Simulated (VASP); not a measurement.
# A VASP study of CdPbO2 (revPBE): structure first, properties next, part 5 of 6

Aim: relax CdPbO2, then compute properties on the relaxed cell. The cell is invented: it takes the structure of COD entry 9008633, EuO (space group 225 there), with some of its atoms replaced by other elements, volume scaled by an estimate. It may not be a known or stable phase. The atoms of the start are displaced at random from the sites of a R-3m cell.

VASP 6.6.1; revPBE; plane waves and PAW (Pb_d, Cd, O); invented cell.

So far, gap on the k-mesh (eV): step 2 (rough relaxation of the start cell) 0.554; step 3 (full relaxation (revPBE)) 0.538; step 4 (density, ELF and potential (revPBE)) 0.386; step 6 (density of states (revPBE)) 0.313; step 7 (core levels (revPBE)) 0.386.

## 8. Elastic constants (revPBE)

IBRION = 6 with ISIF = 3 strains the cell both ways at fixed fractional positions, and adds the ions' share afterwards from the force constants. Stress converges slowly with the basis, so the cutoff is raised.

INCAR

```
SYSTEM = CdPbO2
PREC = Accurate
ENCUT = 560
EDIFF = 1E-07
NELM = 100
ISMEAR = -1
SIGMA = 0.05
LREAL = .FALSE.
ALGO = Normal
GGA = RE
NBANDS = 25
LORBIT = 11
LWAVE = .FALSE.
LCHARG = .FALSE.
KPAR = 2
IBRION = 6
NFREE = 2
POTIM = 0.015
ISIF = 3
NSW = 1
```

POSCAR

```
CdPbO2
1.0
    3.0985697600     -1.7901685800      0.0000000000
    3.0985697600      1.7901685800      0.0000000000
   -2.0630447900      0.0000000000      5.8541862400
Pb Cd O
1 1 2
Direct
    0.4981870620      0.5018129380      0.5000000000
    0.0000853920      0.9999146080      0.0000000000
    0.7416981740      0.7427466730      0.2244488730
    0.2572533270      0.2583018260      0.7755511270
```

KPOINTS

```
Automatic mesh
0
Gamma
7 7 4
0 0 0
```

The projector-augmented-wave data sets are Pb_d, Cd and O (PBE family, release 64).

Command:

```bash
> mpirun -np 2 vasp_std
```

The log of the run:

```text
[... set-up lines as in an earlier step ...]
 entering main loop
       N       E                     dE             d eps       ncg     rms          rms(c)
DAV:   1     0.412029610344E+03    0.41203E+03   -0.21151E+04  3016   0.186E+03
DAV:   2     0.175376498587E+02   -0.39449E+03   -0.37938E+03  3281   0.470E+02
DAV:   3    -0.196929522762E+02   -0.37231E+02   -0.36315E+02  3573   0.149E+02
DAV:   4    -0.208085500682E+02   -0.11156E+01   -0.11116E+01  3391   0.276E+01
DAV:   5    -0.208360974501E+02   -0.27547E-01   -0.27536E-01  3667   0.446E+00    0.127E+01
DAV:   6    -0.169135607501E+02    0.39225E+01   -0.21991E+01  4492   0.488E+01    0.915E+00
DAV:   7    -0.166896599975E+02    0.22390E+00   -0.28336E+00  3085   0.156E+01    0.426E+00
DAV:   8    -0.166785808754E+02    0.11079E-01   -0.57495E-01  3251   0.537E+00    0.130E+00
DAV:   9    -0.166657839758E+02    0.12797E-01   -0.51112E-02  3981   0.207E+00    0.331E-01
DAV:  10    -0.166658975528E+02   -0.11358E-03   -0.77554E-03  3111   0.694E-01    0.109E-01
DAV:  11    -0.166663310480E+02   -0.43350E-03   -0.15745E-03  3501   0.257E-01    0.939E-02
DAV:  12    -0.166662548581E+02    0.76190E-04   -0.23723E-04  3739   0.123E-01    0.240E-02
DAV:  13    -0.166662547184E+02    0.13973E-06   -0.19914E-05  3538   0.394E-02    0.732E-03
DAV:  14    -0.166662555176E+02   -0.79922E-06   -0.36015E-06  3510   0.167E-02    0.426E-03
DAV:  15    -0.166662553138E+02    0.20381E-06   -0.41432E-07  3528   0.574E-03    0.156E-03
DAV:  16    -0.166662551448E+02    0.16902E-06   -0.10096E-07  2153   0.260E-03    0.386E-04
DAV:  17    -0.166662551511E+02   -0.63224E-08   -0.21952E-08  1592   0.123E-03
   1 F= -.16666255E+02 E0= -.16666048E+02  d E =-.414303E-03
 Found     9 degrees of freedom:
 Adding 6 more for cell shape distortion
 Finite differences POTIM= 0.01500 DOF=  15
 bond charge predicted
       N       E                     dE             d eps       ncg     rms          rms(c)
DAV:   1    -0.167695463381E+02   -0.10329E+00   -0.41751E+00  3400   0.240E+01    0.235E+00
DAV:   2    -0.166799213013E+02    0.89625E-01   -0.30216E-01  3375   0.599E+00    0.887E-01
DAV:   3    -0.166640314251E+02    0.15890E-01   -0.32316E-02  3744   0.332E+00    0.668E-01
DAV:   4    -0.166602734290E+02    0.37580E-02   -0.84435E-03  3920   0.994E-01    0.310E-01
DAV:   5    -0.166595125636E+02    0.76087E-03   -0.11293E-03  4331   0.486E-01    0.699E-02
DAV:   6    -0.166595052423E+02    0.73213E-05   -0.25774E-04  4381   0.141E-01    0.243E-02
DAV:   7    -0.166595054190E+02   -0.17666E-06   -0.16831E-05  3998   0.467E-02    0.728E-03
DAV:   8    -0.166595059905E+02   -0.57145E-06   -0.20106E-06  3996   0.203E-02    0.189E-03
DAV:   9    -0.166595059387E+02    0.51714E-07   -0.30437E-07  2565   0.557E-03
   2 F= -.16659506E+02 E0= -.16659286E+02  d E =-.439905E-03
[... from here on, the cycles between the ionic steps are left out ...]
   3 F= -.16659712E+02 E0= -.16659512E+02  d E =-.399330E-03
   4 F= -.16659783E+02 E0= -.16659558E+02  d E =-.450756E-03
   5 F= -.16659480E+02 E0= -.16659286E+02  d E =-.387759E-03
   6 F= -.16659304E+02 E0= -.16659127E+02  d E =-.354901E-03
   7 F= -.16659479E+02 E0= -.16659235E+02  d E =-.487773E-03
   8 F= -.16664565E+02 E0= -.16664356E+02  d E =-.418470E-03
   9 F= -.16664565E+02 E0= -.16664356E+02  d E =-.418505E-03
  10 F= -.16664562E+02 E0= -.16664352E+02  d E =-.419696E-03
  11 F= -.16664562E+02 E0= -.16664352E+02  d E =-.419708E-03
  12 F= -.16664609E+02 E0= -.16664394E+02  d E =-.429896E-03
  13 F= -.16664506E+02 E0= -.16664300E+02  d E =-.411213E-03
  14 F= -.16666210E+02 E0= -.16666003E+02  d E =-.414090E-03
  15 F= -.16666210E+02 E0= -.16666003E+02  d E =-.414029E-03
  16 F= -.16666157E+02 E0= -.16665950E+02  d E =-.413817E-03
  17 F= -.16666259E+02 E0= -.16666052E+02  d E =-.414248E-03
  18 F= -.16665494E+02 E0= -.16665287E+02  d E =-.413629E-03
  19 F= -.16665494E+02 E0= -.16665287E+02  d E =-.413616E-03
  20 F= -.16665981E+02 E0= -.16665773E+02  d E =-.414320E-03
  21 F= -.16665981E+02 E0= -.16665774E+02  d E =-.414253E-03
  22 F= -.16666118E+02 E0= -.16665911E+02  d E =-.414339E-03
  23 F= -.16665873E+02 E0= -.16665666E+02  d E =-.414234E-03
  24 F= -.16665538E+02 E0= -.16665331E+02  d E =-.414925E-03
  25 F= -.16665538E+02 E0= -.16665331E+02  d E =-.414927E-03
  26 F= -.16665922E+02 E0= -.16665715E+02  d E =-.414963E-03
  27 F= -.16666217E+02 E0= -.16666010E+02  d E =-.413834E-03
  28 F= -.16666036E+02 E0= -.16665829E+02  d E =-.414422E-03
  29 F= -.16666108E+02 E0= -.16665901E+02  d E =-.414139E-03
  30 F= -.16665753E+02 E0= -.16665531E+02  d E =-.443791E-03
 Finite differences progress:
  Degree of freedom:  15/ 15
  Displacement:        1/  2
  Total:              29/ 30
 bond charge predicted
       N       E                     dE             d eps       ncg     rms          rms(c)
DAV:   1    -0.166611856117E+02    0.45671E-02   -0.39193E+00  4950   0.111E+01    0.300E-01
DAV:   2    -0.166661083363E+02   -0.49227E-02   -0.59307E-02  5879   0.167E+00    0.118E-01
DAV:   3    -0.166658236445E+02    0.28469E-03   -0.11010E-03  5605   0.267E-01    0.642E-02
DAV:   4    -0.166657624349E+02    0.61210E-04   -0.42826E-04  5941   0.150E-01    0.252E-02
DAV:   5    -0.166657689389E+02   -0.65040E-05   -0.10169E-04  5306   0.672E-02    0.158E-02
DAV:   6    -0.166657710019E+02   -0.20629E-05   -0.14423E-05  5687   0.313E-02    0.746E-03
DAV:   7    -0.166657704012E+02    0.60065E-06   -0.26557E-06  5733   0.121E-02    0.241E-03
DAV:   8    -0.166657703919E+02    0.93523E-08   -0.68798E-07  5050   0.523E-03
  31 F= -.16665770E+02 E0= -.16665577E+02  d E =-.387545E-03
 Finite differences progress:
  Degree of freedom:  15/ 15
  Displacement:        2/  2
  Total:              30/ 30
```

Wall time 16 min (2 MPI ranks of Intel Xeon 6975P-C (Granite Rapids), shared host); peak memory 0.93 GiB.

From OUTCAR (step 8):

```text
   ENCUT  =  560.0 eV  41.16 Ry    6.42 a.u.   6.90  6.90 11.98*2*pi/ulx,y,z

   NELECT =      38.0000    total number of electrons

 E-fermi :   4.4424

 k-point     1 :       0.0000    0.0000    0.0000
  band No.  band energies     occupation
    ...
     15       2.3124      2.00000
     16       2.5316      2.00000
     17       2.5346      2.00000
     18       3.2304      2.00000
     19       3.2381      2.00000
     20       6.1239      0.00000
     21       7.9519      0.00000
     22      11.1832      0.00000
     23      11.1858      0.00000
     24      15.9332      0.00000
    ...

  Total       -0.0257787     -0.0135900     -0.0388437     -0.0000755      0.0001411      0.0037859
  in kB       -0.6359465     -0.3352580     -0.9582508     -0.0018625      0.0034817      0.0933950
  external PRESSURE =      -0.6431518 kB  Pullay stress =       0.0000000 kB

 POSITION                                       TOTAL-FORCE (eV/Angst)
 -----------------------------------------------------------------------------------
      2.06705      0.00649      2.92709        -0.000122     -0.003283     -0.003685
      3.09857      1.78986      0.00000         0.000513      0.008395     -0.001407
      4.13661      0.00188      1.29897        -0.010098     -0.002737      0.064976
     -0.00251      0.00188      4.54022         0.009706     -0.002375     -0.059884
 -----------------------------------------------------------------------------------
    total drift:                               -0.000106     -0.000024      0.000480

  FREE ENERGIE OF THE ION-ELECTRON SYSTEM (eV)
  ---------------------------------------------------
  free  energy   TOTEN  =       -16.6657703919 eV

  energy  without entropy=      -16.6653828469  energy(sigma->0) =      -16.66557662

  SYMMETRIZED ELASTIC MODULI (kBar)
 Direction    XX          YY          ZZ          XY          YZ          ZX
 --------------------------------------------------------------------------------
 XX        1463.5485    705.1478    689.2590      0.0000      0.0000     18.6222
 YY         705.1478   1455.6003    690.6960      0.0000      0.0000    -23.0585
 ZZ         689.2590    690.6960   1511.3915      0.0000      0.0000     -0.6752
 XY           0.0000      0.0000      0.0000    377.3178    -21.3805      0.0000
 YZ           0.0000      0.0000      0.0000    -21.3805    381.3862      0.0000
 ZX          18.6222    -23.0585     -0.6752      0.0000      0.0000    377.1060
 --------------------------------------------------------------------------------

 Eigenvectors and eigenvalues of the dynamical matrix
 ----------------------------------------------------

   1 f  =   11.322367 THz    71.140532 2PiTHz  377.673522 cm-1    46.825528 meV
             X         Y         Z           dx          dy          dz
      2.067047  0.006491  2.927093    -0.000000   -0.000387   -0.000000
      3.098570  1.789863  0.000000     0.000000   -0.001074   -0.000000
      4.136608  0.001877  1.313966     0.003109    0.002409   -0.707095
     -0.002513  0.001877  4.540221    -0.003109    0.002409    0.707095

   2 f  =    6.236219 THz    39.183320 2PiTHz  208.017879 cm-1    25.790918 meV
             X         Y         Z           dx          dy          dz
      2.067047  0.006491  2.927093    -0.000767    0.000000   -0.003156
      3.098570  1.789863  0.000000    -0.006100    0.000000   -0.001772
      4.136608  0.001877  1.313966     0.009465   -0.706982    0.007845
     -0.002513  0.001877  4.540221     0.009465    0.706982    0.007845

   3 f  =    6.233376 THz    39.165459 2PiTHz  207.923056 cm-1    25.779162 meV
             X         Y         Z           dx          dy          dz
      2.067047  0.006491  2.927093     0.000000    0.000347   -0.000000
      3.098570  1.789863  0.000000     0.000000    0.005558    0.000000
      4.136608  0.001877  1.313966     0.706994   -0.011584    0.003064
     -0.002513  0.001877  4.540221    -0.706994   -0.011584   -0.003064

[...]
4.136608  0.001877  1.313966    -0.583424   -0.009670    0.038431
     -0.002513  0.001877  4.540221    -0.583424    0.009670    0.038431

   6 f  =    3.870097 THz    24.316540 2PiTHz  129.092557 cm-1    16.005430 meV
             X         Y         Z           dx          dy          dz
      2.067047  0.006491  2.927093    -0.000000    0.086872   -0.000000
      3.098570  1.789863  0.000000     0.000000   -0.563486    0.000000
      4.136608  0.001877  1.313966     0.011699    0.580798    0.002435
     -0.002513  0.001877  4.540221    -0.011699    0.580798   -0.002435

   7 f  =    2.412683 THz    15.159335 2PiTHz   80.478448 cm-1     9.978051 meV
             X         Y         Z           dx          dy          dz
      2.067047  0.006491  2.927093    -0.001990   -0.000000    0.215982
      3.098570  1.789863  0.000000     0.034583    0.000000    0.205688
      4.136608  0.001877  1.313966    -0.030187   -0.008768   -0.673746
     -0.002513  0.001877  4.540221    -0.030187    0.008768   -0.673746

   8 f  =    0.958336 THz     6.021401 2PiTHz   31.966641 cm-1     3.963357 meV
             X         Y         Z           dx          dy          dz
      2.067047  0.006491  2.927093    -0.000000   -0.667554   -0.000000
      3.098570  1.789863  0.000000     0.000000    0.579194   -0.000000
      4.136608  0.001877  1.313966     0.003304    0.330819    0.000885
     -0.002513  0.001877  4.540221    -0.003304    0.330819   -0.000885

   9 f  =    0.946625 THz     5.947818 2PiTHz   31.575998 cm-1     3.914923 meV
             X         Y         Z           dx          dy          dz
      2.067047  0.006491  2.927093     0.649137   -0.000000    0.007181
      3.098570  1.789863  0.000000    -0.600528    0.000000    0.009661
      4.136608  0.001877  1.313966    -0.330023   -0.002196    0.001070
     -0.002513  0.001877  4.540221    -0.330023    0.002196    0.001070

  10 f/i=    0.016850 THz     0.105871 2PiTHz    0.562053 cm-1     0.069686 meV
             X         Y         Z           dx          dy          dz
      2.067047  0.006491  2.927093     0.154615    0.000000   -0.754441
      3.098570  1.789863  0.000000     0.105523    0.000000   -0.555585
      4.136608  0.001877  1.313966     0.039046    0.000089   -0.205003
     -0.002513  0.001877  4.540221     0.039046   -0.000089   -0.205003

  11 f/i=    0.022340 THz     0.140366 2PiTHz    0.745182 cm-1     0.092391 meV
             X         Y         Z           dx          dy          dz
      2.067047  0.006491  2.927093     0.740338    0.000000    0.148747
      3.098570  1.789863  0.000000     0.565460    0.000000    0.109306
      4.136608  0.001877  1.313966     0.216992    0.000086    0.044222
     -0.002513  0.001877  4.540221     0.216992   -0.000086    0.044222

  12 f/i=    0.046004 THz     0.289049 2PiTHz    1.534515 cm-1     0.190256 meV
             X         Y         Z           dx          dy          dz
      2.067047  0.006491  2.927093    -0.000000    0.739476    0.000000
      3.098570  1.789863  0.000000    -0.000000    0.589055    0.000000
      4.136608  0.001877  1.313966     0.001277    0.230419    0.000141
     -0.002513  0.001877  4.540221    -0.001277    0.230419   -0.000141

 ELASTIC MODULI CONTR FROM IONIC RELAXATION (kBar)
 Direction    XX          YY          ZZ          XY          YZ          ZX
 --------------------------------------------------------------------------------
 XX         -81.2657     73.6170     -6.7399      0.0000     -0.0000     57.6352
 YY          73.6170    -81.8212     -9.7366      0.0000      0.0000    -57.7554
 ZZ          -6.7399     -9.7366    -18.2270      0.0000      0.0000     -1.2642
 XY           0.0000      0.0000      0.0000    -80.1767    -60.9026      0.0000
 YZ          -0.0000      0.0000      0.0000    -60.9026    -46.3384      0.0000
 ZX          57.6352    -57.7554     -1.2642      0.0000      0.0000    -42.9684
 --------------------------------------------------------------------------------

 TOTAL ELASTIC MODULI (kBar)
 Direction    XX          YY          ZZ          XY          YZ          ZX
 --------------------------------------------------------------------------------
 XX        1382.2828    778.7648    682.5191      0.0000     -0.0000     76.2574
 YY         778.7648   1373.7790    680.9594      0.0000      0.0000    -80.8138
 ZZ         682.5191    680.9594   1493.1645      0.0000      0.0000     -1.9394
 XY           0.0000      0.0000      0.0000    297.1411    -82.2831      0.0000
 YZ          -0.0000      0.0000      0.0000    -82.2831    335.0478      0.0000
 ZX          76.2574    -80.8138     -1.9394      0.0000      0.0000    334.1376
 --------------------------------------------------------------------------------

[... 6 parts as in an earlier step ...]

[... 10 further parts left out ...]
```

CONTCAR:

```
CdPbO2
   1.00000000000000
     3.0985697600000002   -1.7901685800000000    0.0000000000000000
     3.0985697600000002    1.7901685800000000    0.0000000000000000
    -2.0630447900000002    0.0000000000000000    5.8541862399999998
  Pb              Cd              O
     1     1     2
Direct
     0.4981870619999995    0.5018129380000005    0.5000000000000000
     0.0000853920000026    0.9999146079999974    0.0000000000000000
     0.7408451875985945    0.7418936865985940    0.2218866039868434
     0.2572533270000008    0.2583018260000003    0.7755511270000000
```

The last energy, forces, stress and levels in OUTCAR belong to the last displaced cell, not to the cell of POSCAR.

This step gave:

```yaml
pressure_of_the_cell: -0.02715 GPa
largest_force_of_the_cell: 0.01002 eV/Å
mechanically_stable: yes
bulk_modulus_voigt: 94.82 GPa
shear_modulus_voigt: 33.37 GPa
bulk_modulus_hill: 94.82 GPa
shear_modulus_hill: 32.27 GPa
young_s_modulus: 86.95 GPa
poisson_s_ratio: 0.3472
```

Elastic constants with relaxed ions, Voigt order xx yy zz yz xz xy (GPa):

```
138.2  77.9  68.3   0.0   7.6   0.0
 77.9 137.4  68.1   0.0  -8.1   0.0
 68.3  68.1 149.3   0.0  -0.2   0.0
  0.0   0.0   0.0  33.5   0.0  -8.2
  7.6  -8.1  -0.2   0.0  33.4   0.0
  0.0   0.0   0.0  -8.2   0.0  29.7
```

Elastic constants with clamped ions, Voigt order xx yy zz yz xz xy (GPa):

```
146.4  70.5  68.9   0.0   1.9   0.0
 70.5 145.6  69.1   0.0  -2.3   0.0
 68.9  69.1 151.1   0.0  -0.1   0.0
  0.0   0.0   0.0  38.1   0.0  -2.1
  1.9  -2.3  -0.1   0.0  37.7   0.0
  0.0   0.0   0.0  -2.1   0.0  37.7
```

Transverse limit, no LO-TO splitting. The modes at Γ (shares of kinetic energy by element, %):

```csv
mode,frequency (cm⁻¹),symmetry,Pb %,Cd %,O %
1,-1.5,acoustic,55,35,11
2,-0.7,acoustic,57,33,10
3,-0.6,acoustic,59,32,9
4,31.6,B,42,36,22
5,32.0,A,45,34,22
6,80.5,B,5,4,91
7,129.1,A,1,32,67
8,134.0,B,1,31,68
9,154.2,B,36,64,0
10,207.9,A,0,0,100
11,208.0,B,0,0,100
12,377.7,A,0,0,100
```

Displacements in mode 4 (31.6 cm⁻¹), the largest set to 1:
```
Pb1  0.55  0.00  0.01
Cd2 -0.69  0.00  0.01
O3  -1.00 -0.01  0.00
O4  -1.00  0.01  0.00
```

Displacements in mode 10 (207.9 cm⁻¹), the largest set to 1:
```
Pb1  0.00  0.00  0.00
Cd2  0.00  0.00  0.00
O3   1.00 -0.02  0.00
O4  -1.00 -0.02  0.00
```

B/G is 2.94, which by Pugh's rule of thumb (1.75) points to a ductile solid. With the density of 8.99 g/cm³ the Hill moduli give sound speeds of 3.92 km/s (longitudinal) and 1.89 km/s (transverse), and from their mean a Debye temperature of 250 K.

[end of part 5 of 6]

[Lines on the potential files, build, host, timing and source positions are cut from VASP's logs without a mark.]

[Logs are printed without paths, hosts, clocks, repeated set-up lines and the standing remarks that a program may print on its own settings, such as how far it seeks lower states.]

[Hosts, paths, dates, database ids (printed as entryN), source tags and the programs' standing remarks are cut or masked in the printed files.]

[A measured line is paired with the nearest computed mode of its activity, which favours agreement.]
